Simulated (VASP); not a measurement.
An input for Ansatz (written as the equivalent of a VASP run, and not itself run):

Ansatz 0.2 input:
```yaml
crystal:
  lattice:
    - [2.5379980, 0.0000000, 0.0000000]
    - [-1.2689990, 2.1979710, 0.0000000]
    - [0.0000000, 0.0000000, 2.4769610]
  atoms:
    - { symbol: Si, position: [0.0000000, 0.0000000, 0.0000000] }
    - { symbol: C, position: [0.6666670, 0.3333330, 0.5000000] }
kpoints:
  mp_grid: { grid: [11, 11, 10] }
hamiltonian:
  xc: r2scan
  pseudopotentials: { kind: paw }
scf:
  occupations: { method: gaussian, width: 0.05 }
  max_iter: 100
relax:
  max_steps: 60
  f_tol: 0.01
  cell: {}
output: { forces: true, stress: true, eigenvalues: true }
```

Translate this input to VASP (INCAR, KPOINTS, POSCAR, choice of POTCAR).

One answer among several that fit: 
File POSCAR:
```
SiC
1
    2.5379980000     0.0000000000     0.0000000000
   -1.2689990000     2.1979710000     0.0000000000
    0.0000000000     0.0000000000     2.4769610000
Si C
1 1
Direct
  0.0000000000   0.0000000000   0.0000000000
  0.6666670000   0.3333330000   0.5000000000
```

INCAR:
```
SYSTEM = SiC
PREC = Accurate
ENCUT = 520
EDIFF = 1E-6
NELM = 100
ALGO = Normal
LREAL = .FALSE.
LASPH = .TRUE.
ISMEAR = 0
SIGMA = 0.05
METAGGA = R2SCAN
LMIXTAU = .TRUE.
LWAVE = .FALSE.
LCHARG = .FALSE.
IBRION = 2
ISIF = 3
NSW = 60
EDIFFG = -0.01
```

**KPOINTS**
```
Automatic mesh
0
Gamma
  11 11 10
0 0 0
```

POTCAR, in this order: Si C (PBE.64 set). Program: vasp_std.

Limits of the translation: each code has its own PAW files, so the cut-off isn't converted (ENCUT is set for VASP's; basis.ecutwfc is left out, and Ansatz then takes the one that its files recommend); Ansatz stops its SCF on the density residual and VASP on the energy change (EDIFF).

The structure was generated: SiC was put into the WC type (P-6m2), which need not be its known phase. This run relaxes it. Symmetry was kept, so distortions that lower it aren't found.
